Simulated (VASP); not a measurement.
Calculation: PBE GGA, VASP's PBE PAW potentials (set 64) (plane waves; VASP).

VASP input:

INCAR:
```
# general
SYSTEM =SnO
PREC   =Accurate
ENCUT  =620
LREAL  =.False.
LASPH  =.True.

# electronic loop
EDIFF  =1E-6
NELM   =100
ALGO   =Normal
LMAXMIX=4

# smearing
ISMEAR =1
SIGMA  =0.1

# functional
GGA    =PE

# ions
IBRION =2
NSW    =40
ISIF   =3
EDIFFG =-0.02
PSTRESS=450

# output
LWAVE  =.False.
LCHARG =.False.
```

**KPOINTS**
```
Automatic mesh
0
Gamma
9 9 8
0 0 0
```

### POSCAR
```
SnO
1.0
  3.5960327245   0.0000000000   0.0000000000
  0.0000000000   3.5960327245   0.0000000000
  0.0000000000   0.0000000000   4.0596791405
Sn O
2 2
direct
  0.5000000000   0.0000000000   0.7108487010
  0.0000000000   0.5000000000   0.2891512990
  0.5000000000   0.5000000000   0.0000000000
  0.0000000000   0.0000000000   0.0000000000
```

POTCAR, in this order: Sn_d O (PBE.64 set). Program: vasp_std.

What VASP printed:

**OSZICAR**
```
...
DAV:   2    -0.201342910654E+02    0.10346E+02   -0.24960E+01  4976   0.961E+01    0.820E+00
DAV:   3    -0.184813891333E+02    0.16529E+01   -0.44468E+00  5208   0.503E+01    0.235E+00
DAV:   4    -0.183169968347E+02    0.16439E+00   -0.69884E-01  5888   0.180E+01    0.718E-01
DAV:   5    -0.183212453088E+02   -0.42485E-02   -0.19291E-01  4800   0.442E+00    0.386E-01
DAV:   6    -0.183171987267E+02    0.40466E-02   -0.15932E-02  4560   0.105E+00    0.152E-01
DAV:   7    -0.183172618824E+02   -0.63156E-04   -0.19110E-03  5536   0.521E-01    0.121E-01
DAV:   8    -0.183171782684E+02    0.83614E-04   -0.53132E-04  4920   0.524E-01    0.210E-02
DAV:   9    -0.183171836416E+02   -0.53732E-05   -0.72134E-05  5384   0.890E-02    0.192E-02
DAV:  10    -0.183171788073E+02    0.48343E-05   -0.15406E-05  4872   0.537E-02    0.275E-03
DAV:  11    -0.183171777424E+02    0.10649E-05   -0.16015E-06  2432   0.112E-02    0.998E-04
DAV:  12    -0.183171779753E+02   -0.23286E-06   -0.13588E-07  1944   0.591E-03
   2 F= -.60427860E+01 E0= -.60425539E+01  d E =0.577867E+00
       N       E                     dE             d eps       ncg     rms          rms(c)
DAV:   1    -0.257118188210E+02   -0.73946E+01   -0.13374E+02  4584   0.256E+02    0.139E+01
DAV:   2    -0.216712150727E+02    0.40406E+01   -0.10672E+01  4792   0.483E+01    0.557E+00
DAV:   3    -0.207653725278E+02    0.90584E+00   -0.24171E+00  4880   0.310E+01    0.120E+00
DAV:   4    -0.207019261933E+02    0.63446E-01   -0.42700E-01  5576   0.109E+01    0.763E-01
DAV:   5    -0.206965314995E+02    0.53947E-02   -0.11198E-01  4712   0.297E+00    0.260E-01
DAV:   6    -0.206927828004E+02    0.37487E-02   -0.90863E-03  4256   0.792E-01    0.125E-01
DAV:   7    -0.206929265526E+02   -0.14375E-03   -0.27899E-03  5504   0.514E-01    0.137E-01
DAV:   8    -0.206926089481E+02    0.31760E-03   -0.12601E-03  4992   0.507E-01    0.154E-02
DAV:   9    -0.206926119949E+02   -0.30469E-05   -0.11224E-04  4056   0.888E-02    0.119E-02
DAV:  10    -0.206926125744E+02   -0.57952E-06   -0.48782E-06  3968   0.241E-02
   3 F= -.67692549E+01 E0= -.67688937E+01  d E =-.148602E+00
       N       E                     dE             d eps       ncg     rms          rms(c)
DAV:   1    -0.206710746893E+02    0.21537E-01   -0.21247E-02  4432   0.278E+00    0.191E-01
DAV:   2    -0.206703193958E+02    0.75529E-03   -0.18838E-03  4904   0.692E-01    0.713E-02
DAV:   3    -0.206701754383E+02    0.14396E-03   -0.32736E-04  4848   0.456E-01    0.188E-02
DAV:   4    -0.206701643410E+02    0.11097E-04   -0.42631E-05  5496   0.152E-01    0.507E-03
DAV:   5    -0.206701651710E+02   -0.83003E-06   -0.97950E-06  4256   0.317E-02
   4 F= -.67694587E+01 E0= -.67690907E+01  d E =-.148806E+00
       N       E                     dE             d eps       ncg     rms          rms(c)
DAV:   1    -0.205438155558E+02    0.12635E+00   -0.12742E+01  4416   0.256E+01    0.154E+00
DAV:   2    -0.205441881759E+02   -0.37262E-03   -0.52270E-01  4360   0.679E+00    0.611E-01
DAV:   3    -0.205339353667E+02    0.10253E-01   -0.45796E-02  4744   0.466E+00    0.228E-01
DAV:   4    -0.205336402281E+02    0.29514E-03   -0.10098E-02  5560   0.128E+00    0.127E-01
DAV:   5    -0.205336231154E+02    0.17113E-04   -0.75331E-04  3960   0.205E-01    0.598E-02
DAV:   6    -0.205336139173E+02    0.91981E-05   -0.45257E-05  5664   0.826E-02    0.131E-02
DAV:   7    -0.205336133292E+02    0.58815E-06   -0.12764E-05  4064   0.326E-02    0.860E-03
DAV:   8    -0.205336132403E+02    0.88835E-07   -0.11447E-06  2040   0.254E-02
   5 F= -.67961963E+01 E0= -.67959596E+01  d E =-.267376E-01
       N       E                     dE             d eps       ncg     rms          rms(c)
DAV:   1    -0.205498329566E+02   -0.16220E-01   -0.12429E-01  4752   0.274E+00    0.145E-01
DAV:   2    -0.205497206656E+02    0.11229E-03   -0.40654E-03  4624   0.666E-01    0.567E-02
DAV:   3    -0.205496296106E+02    0.91055E-04   -0.44497E-04  4720   0.442E-01    0.170E-02
DAV:   4    -0.205496257509E+02    0.38597E-05   -0.80871E-05  5464   0.962E-02    0.969E-03
DAV:   5    -0.205496249118E+02    0.83909E-06   -0.40969E-06  3472   0.153E-02
   6 F= -.67965046E+01 E0= -.67962344E+01  d E =-.270459E-01
       N       E                     dE             d eps       ncg     rms          rms(c)
DAV:   1    -0.205358410799E+02    0.13785E-01   -0.17457E-01  4336   0.395E+00    0.392E-01
DAV:   2    -0.205336879099E+02    0.21532E-02   -0.64591E-03  4592   0.122E+00    0.223E-01
DAV:   3    -0.205326205706E+02    0.10673E-02   -0.12601E-03  5344   0.749E-01    0.532E-02
DAV:   4    -0.205325927414E+02    0.27829E-04   -0.36395E-04  5152   0.192E-01    0.158E-02
DAV:   5    -0.205325942610E+02   -0.15196E-05   -0.34605E-05  5080   0.103E-01    0.706E-03
DAV:   6    -0.205325941852E+02    0.75780E-07   -0.40544E-06  3296   0.205E-02
   7 F= -.67977655E+01 E0= -.67974422E+01  d E =-.126090E-02
       N       E                     dE             d eps       ncg     rms          rms(c)
DAV:   1    -0.205087338425E+02    0.23860E-01   -0.68822E-01  4272   0.782E+00    0.779E-01
DAV:   2    -0.205002547170E+02    0.84791E-02   -0.25734E-02  4584   0.240E+00    0.443E-01
DAV:   3    -0.204960420455E+02    0.42127E-02   -0.50473E-03  5400   0.151E+00    0.107E-01
DAV:   4    -0.204959219369E+02    0.12011E-03   -0.14515E-03  5136   0.386E-01    0.319E-02
DAV:   5    -0.204959239478E+02   -0.20110E-05   -0.13949E-04  5120   0.206E-01    0.141E-02
DAV:   6    -0.204959232182E+02    0.72965E-06   -0.16608E-05  4368   0.403E-02    0.530E-03
DAV:   7    -0.204959229861E+02    0.23206E-06   -0.14814E-06  2312   0.206E-02
   8 F= -.67978849E+01 E0= -.67975070E+01  d E =-.138025E-02
       N       E                     dE             d eps       ncg     rms          rms(c)
DAV:   1    -0.205155628073E+02   -0.19640E-01   -0.14096E-01  4176   0.358E+00    0.352E-01
DAV:   2    -0.205138478844E+02    0.17149E-02   -0.55309E-03  4664   0.111E+00    0.200E-01
DAV:   3    -0.205129777112E+02    0.87017E-03   -0.10068E-03  5192   0.668E-01    0.478E-02
DAV:   4    -0.205129479649E+02    0.29746E-04   -0.29531E-04  5128   0.177E-01    0.144E-02
DAV:   5    -0.205129455293E+02    0.24356E-05   -0.25446E-05  5080   0.835E-02    0.681E-03
DAV:   6    -0.205129447401E+02    0.78924E-06   -0.23254E-06  2416   0.183E-02
   9 F= -.67982205E+01 E0= -.67978562E+01  d E =-.171590E-02
       N       E                     dE             d eps       ncg     rms          rms(c)
DAV:   1    -0.205655499172E+02   -0.52604E-01   -0.19702E-01  4592   0.674E+00    0.483E-01
DAV:   2    -0.205623299691E+02    0.32199E-02   -0.16654E-02  5320   0.178E+00    0.216E-01
DAV:   3    -0.205612140606E+02    0.11159E-02   -0.17596E-03  4976   0.107E+00    0.703E-02
DAV:   4    -0.205610955318E+02    0.11853E-03   -0.39055E-04  5544   0.333E-01    0.193E-02
DAV:   5    -0.205610897981E+02    0.57337E-05   -0.83700E-05  5120   0.117E-01    0.798E-03
DAV:   6    -0.205610887916E+02    0.10065E-05   -0.29311E-06  3136   0.207E-02    0.397E-03
DAV:   7    -0.205610887953E+02   -0.37899E-08   -0.63758E-07  1920   0.942E-03
  10 F= -.67983241E+01 E0= -.67979312E+01  d E =-.103594E-03
       N       E                     dE             d eps       ncg     rms          rms(c)
DAV:   1    -0.205403499793E+02    0.20739E-01   -0.40413E-02  4616   0.303E+00    0.220E-01
DAV:   2    -0.205396826176E+02    0.66736E-03   -0.34221E-03  5384   0.805E-01    0.980E-02
DAV:   3    -0.205394549805E+02    0.22764E-03   -0.35121E-04  4928   0.486E-01    0.320E-02
DAV:   4    -0.205394361119E+02    0.18869E-04   -0.78095E-05  5608   0.152E-01    0.844E-03
DAV:   5    -0.205394382098E+02   -0.20979E-05   -0.17465E-05  5008   0.533E-02    0.359E-03
DAV:   6    -0.205394385891E+02   -0.37927E-06   -0.50894E-07  1896   0.920E-03
  11 F= -.67984888E+01 E0= -.67981055E+01  d E =-.268292E-03
```

OUTCAR:
```
------------------------ aborting loop because EDIFF is reached ----------------------------------------
  FORCE on cell =-STRESS in cart. coord.  units (eV):
  Direction    XX          YY          ZZ          XY          YZ          ZX
  --------------------------------------------------------------------------------------
  Total       13.7526569     13.7526569     13.7608089      0.0000000      0.0000000      0.0000000
  in kB      450.3833948    450.3833948    450.6503640      0.0000000      0.0000000      0.0000000
  external PRESSURE =       0.4723846 kB  Pullay stress =     450.0000000 kB
  volume of cell :       48.92
      direct lattice vectors                 reciprocal lattice vectors
     3.528137856  0.000000000  0.000000000     0.283435637  0.000000000  0.000000000
     0.000000000  3.528137856  0.000000000     0.000000000  0.283435637 -0.000000000
     0.000000000  0.000000000  3.930282144     0.000000000 -0.000000000  0.254434660
 POSITION                                       TOTAL-FORCE (eV/Angst)
 -----------------------------------------------------------------------------------
      1.76407      3.52814      2.75957         0.000000     -0.000000     -0.001446
      0.00000      1.76407      1.17071         0.000000      0.000000      0.001446
      1.76407      1.76407      0.00000         0.000000     -0.000000      0.000000
      0.00000      0.00000      0.00000         0.000000      0.000000      0.000000
 -----------------------------------------------------------------------------------
    total drift:                                0.000000      0.000000     -0.000000
  FREE ENERGIE OF THE ION-ELECTRON SYSTEM (eV)
  ---------------------------------------------------
  free  energy   TOTEN  =       -20.5394385891 eV

  energy  without entropy=      -20.5382885421  energy(sigma->0) =      -20.53905524
  enthalpy is  TOTEN    =        -6.7984888247 eV   P V=       13.7409497644

 reached required accuracy - stopping structural energy minimisation
```
(Selected blocks of OUTCAR.)

**CONTCAR**
```
SnO
   1.00000000000000
     3.5281378558895344    0.0000000000000000    0.0000000000000000
     0.0000000000000000    3.5281378558895344    0.0000000000000000
     0.0000000000000000    0.0000000000000000    3.9302821441609583
  Sn              O
     2     2
Direct
     0.5000000000000000    1.0000000000000000    0.7021296840127941
     0.0000000000000000    0.5000000000000000    0.2978703159872059
     0.5000000000000000    0.5000000000000000    0.0000000000000000
     0.0000000000000000    0.0000000000000000    0.0000000000000000
```

OUTCAR:
```
 val. band max:       12.2375066017   @ k =   0.1111   0.1111   0.2500

 cond. band min:      12.2769658035   @ k =   0.0000   0.0000   0.5000


 Fermi energy:        12.2620651880

 k-point     1 :       0.0000    0.0000    0.0000
  band No.  band energies     occupation
      1     -10.7369      2.00000
      2     -10.0184      2.00000
      3     -10.0184      2.00000
      4      -9.9735      2.00000
      5      -9.9584      2.00000
      6      -9.9416      2.00000
      7      -9.8385      2.00000
      8      -9.6739      2.00000
      9      -9.6547      2.00000
     10      -9.6547      2.00000
     11      -9.6027      2.00000
     12      -5.7501      2.00000
     13       3.2105      2.00000
     14       3.9018      2.00000
     15       4.4892      2.00000
     16       4.4892      2.00000
     17       7.9626      2.00000
     18       8.6321      2.00000
     19       8.6321      2.00000
     20      12.7901     -0.00000
     21      16.1077      0.00000
     22      16.1077      0.00000
     23      16.7604      0.00000
     24      18.4576      0.00000

 k-point     2 :       0.1111    0.0000    0.0000
  band No.  band energies     occupation
      1     -10.7197      2.00000
      2     -10.0873      2.00000
      3     -10.0352      2.00000
      4     -10.0102      2.00000
      5      -9.9420      2.00000
      6      -9.9297      2.00000
      7      -9.8375      2.00000
      8      -9.6896      2.00000
      9      -9.6594      2.00000
     10      -9.6153      2.00000
     11      -9.4467      2.00000
     12      -5.8440      2.00000
     13       3.3222      2.00000
     14       3.6969      2.00000
     15       4.6020      2.00000
     16       4.6934      2.00000
     17       7.8017      2.00000
     18       8.4219      2.00000
     19       8.4862      2.00000
     20      12.7183     -0.00000
     21      15.3396      0.00000
     22      16.2172      0.00000
     23      17.0817      0.00000
     24      18.9530      0.00000
...
```

Energy and stress use the plane-wave basis of the starting cell. Without a dispersion term in the relaxation, distances and binding between the weakly bound layers, chains or molecules are unreliable, and so is what depends on them. Unless said otherwise, spin-orbit coupling is left out, though it shifts the bands of the heavy elements here.

The compound is SnO in the litharge structure. This run relaxes it under an external pressure of 45 GPa. Symmetry was kept, so distortions that lower it aren't found.
